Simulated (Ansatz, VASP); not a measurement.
Si3Sn in VASP and in Ansatz

Contents of INCAR:

```
ALGO = Normal
EDIFF = 1E-7
ENCUT = 520
GGA = PE
ISIF = 2
ISMEAR = -1
LASPH = T
LCHARG = F
LREAL = F
LWAVE = F
NBANDS = 21
NELM = 100
PREC = Accurate
SIGMA = 0.02
```

KPOINTS

```
k-points
0
Gamma
  6 6 4
```

File POSCAR:

```
Si3Sn
1.0
    4.0376389099      0.0000000000      0.0000000000
    0.0000000000      4.0376389099      0.0000000000
    0.0000000000      0.0000000000      5.8980846646
Si Sn
3 1
Direct
    0.5000000000      0.0000000000      0.7741486924
    0.5000000000      0.5000000000      0.0000000000
    0.0000000000      0.5000000000      0.2258513076
    0.0000000000      0.0000000000      0.5000000000
```

Input for Ansatz:

```yaml
crystal:
  lattice:
    - [4.0376389099, 0.0, 0.0]
    - [0.0, 4.0376389099, 0.0]
    - [0.0, 0.0, 5.8980846646]
  atoms:
    - { symbol: Si, position: [0.5, 0.0, 0.7741486924] }
    - { symbol: Si, position: [0.5, 0.5, 0.0] }
    - { symbol: Si, position: [0.0, 0.5, 0.2258513076] }
    - { symbol: Sn, position: [0.0, 0.0, 0.5] }
kpoints:
  mp_grid: { grid: [6, 6, 4] }
  band_path:
    path:
      - [0.0, 0.0, 0.0]
      - [0.0, 0.5, 0.0]
      - [0.5, 0.5, 0.0]
      - [0.0, 0.0, 0.5]
      - [0.0, 0.5, 0.5]
      - [0.5, 0.5, 0.5]
    npoints: 1
hamiltonian:
  xc: pbe
scf:
  occupations: { method: fermi_dirac, width: 0.02 }
  n_extra_bands: 5
output:
  forces: true
  stress: true
  eigenvalues: true
```

Change from the starting cell: uniaxial_z strain +2.6%.

Alike in both runs: task single point; functional PBE; k mesh 6 × 6 × 4; occupations fermi-dirac, width 0.02 eV; no spin polarisation.

```csv
,VASP,Ansatz
version,VASP 6.6.1,Ansatz 0.2.0
potentials or method,"VASP PAW PBE potentials, release 64 (Si, Sn_d)","plane waves, PAW"
plane-wave cutoff (eV),520,420
valence electrons in the cell,26,26
```

Ansatz gave:

| Property | Result |
| --- | --- |
| pressure (GPa) | -0.4 |
| largest component of the traceless stress (GPa) | 1.29 |
| rms of the force components (eV/Å) | 0.033 |

Question: What did VASP give for the same quantities?

Answer: Pressure (GPa): -0.5; largest component of the traceless stress (GPa): 1.29; rms of the force components (eV/Å): 0.032.

Atom by atom the forces differ by 0.001 eV/Å (rms over components).

Caveats: spin-orbit coupling is left out, which moves the levels of the heavy elements.
